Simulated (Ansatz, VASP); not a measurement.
**One calculation of BPd4, two programs**

The input INCAR:

```
SYSTEM = BPd4
  PREC = Accurate
  ENCUT = 520
  EDIFF = 1E-6
  ISMEAR = -1
  SIGMA = 0.05
  LREAL = .FALSE.
  LASPH = .TRUE.
  NELM = 100
  ALGO = Fast
  ISIF = 2
  LWAVE = .FALSE.
  LCHARG = .FALSE.
  LMAXMIX = 4
  GGA = RP
  NBANDS = 30
```

Contents of KPOINTS:

```
regular mesh
0
G
  7 5 4
  0 0 0
```

POSCAR

```
BPd4
1.0
    2.8920299704      0.0000000000      0.0000000000
    0.0000000000      4.3650077954      0.0000000000
    0.0000000000      0.0000000000      5.8563150000
Pd B
4 1
Direct
    0.5000000000      0.0000000000      0.1975780000
    0.0000000000      0.0000000000      0.6194700000
    0.0000000000      0.5000000000      0.3291640000
    0.5000000000      0.5000000000      0.8675610000
    0.5000000000      0.0000000000      0.8632270000
```

The input KPOINTS_OPT:

```
path GXSYGZURTZ,YT,UX,SR
10
line-mode
reciprocal
 0.0000000000  0.0000000000  0.0000000000  G
 0.5000000000  0.0000000000  0.0000000000  X

 0.5000000000  0.0000000000  0.0000000000  X
 0.5000000000  0.5000000000  0.0000000000  S

 0.5000000000  0.5000000000  0.0000000000  S
 0.0000000000  0.5000000000  0.0000000000  Y

 0.0000000000  0.5000000000  0.0000000000  Y
 0.0000000000  0.0000000000  0.0000000000  G

 0.0000000000  0.0000000000  0.0000000000  G
 0.0000000000  0.0000000000  0.5000000000  Z

 0.0000000000  0.0000000000  0.5000000000  Z
 0.5000000000  0.0000000000  0.5000000000  U

 0.5000000000  0.0000000000  0.5000000000  U
 0.5000000000  0.5000000000  0.5000000000  R

 0.5000000000  0.5000000000  0.5000000000  R
 0.0000000000  0.5000000000  0.5000000000  T

 0.0000000000  0.5000000000  0.5000000000  T
 0.0000000000  0.0000000000  0.5000000000  Z

 0.0000000000  0.5000000000  0.0000000000  Y
 0.0000000000  0.5000000000  0.5000000000  T

 0.5000000000  0.0000000000  0.5000000000  U
 0.5000000000  0.0000000000  0.0000000000  X

 0.5000000000  0.5000000000  0.0000000000  S
 0.5000000000  0.5000000000  0.5000000000  R
```

The input input.yaml:

```yaml
crystal:
  lattice:
    - [2.8920299704, 0.0, 0.0]
    - [0.0, 4.3650077954, 0.0]
    - [0.0, 0.0, 5.856315]
  atoms:
    - { symbol: Pd, position: [0.5, 0.0, 0.197578] }
    - { symbol: Pd, position: [0.0, 0.0, 0.61947] }
    - { symbol: Pd, position: [0.0, 0.5, 0.329164] }
    - { symbol: Pd, position: [0.5, 0.5, 0.867561] }
    - { symbol: B, position: [0.5, 0.0, 0.863227] }
hamiltonian:
  xc: rpbe
  pseudopotentials: { kind: paw }
kpoints:
  mp_grid: { grid: [7, 5, 4] }
  band_path:
    path:
      - [[0.0, 0.0, 0.0], [0.5, 0.0, 0.0], [0.5, 0.5, 0.0], [0.0, 0.5, 0.0], [0.0, 0.0, 0.0], [0.0, 0.0, 0.5], [0.5, 0.0, 0.5], [0.5, 0.5, 0.5], [0.0, 0.5, 0.5], [0.0, 0.0, 0.5]]
      - [[0.0, 0.5, 0.0], [0.0, 0.5, 0.5]]
      - [[0.5, 0.0, 0.5], [0.5, 0.0, 0.0]]
      - [[0.5, 0.5, 0.0], [0.5, 0.5, 0.5]]
    npoints: 14
scf:
  occupations: { method: fermi_dirac, width: 0.05 }
  n_extra_bands: 12
output:
  forces: true
  stress: true
  eigenvalues: true
  fatbands: false
  write_density: true
  write_potential: true
  elf: true
  volumetric_format: npy
```

The cell comes from a database or a generator and needn't be the stable form of this composition.

Alike in both runs: task band structure; functional RPBE; k mesh 7 × 5 × 4; occupations fermi-dirac, width 0.05 eV; no spin polarisation.

|  | VASP | Ansatz |
| --- | --- | --- |
| version | VASP 6.6.1 | Ansatz 0.2.0 |
| potentials or method | VASP PAW PBE potentials, release 64 (Pd, B) | Ansatz PAW |
| plane-wave cutoff (eV) | 520 | 420 |
| valence electrons in the cell | 43 | 75 |

|  | VASP | Ansatz | Ansatz less VASP |
| --- | --- | --- | --- |
| gap on the k mesh at the Fermi level (eV) | none | none | - |
| pressure (GPa) | 2.8 | 2.8 | -0.04 |
| largest component of the traceless stress (GPa) | 0.43 | 0.57 | +0.134 |
| rms of the force components (eV/Å) | 0.060 | 0.078 | +0.0177 |

Atom by atom the forces differ by 0.021 eV/Å (rms over components). A gap of «none» marks a metal or a gap that the smearing closes. With one functional, cell and mesh, what is left measures potentials, basis and numerics. The two sets of potentials don't hold the same shells in valence.

Caveats: the PAW data sets were made with another functional, which shifts forces and pressure a little (VASP); the PAW data sets come from PBE, with cores solved anew for the run's functional, which leaves a small shift of forces and pressure (Ansatz).
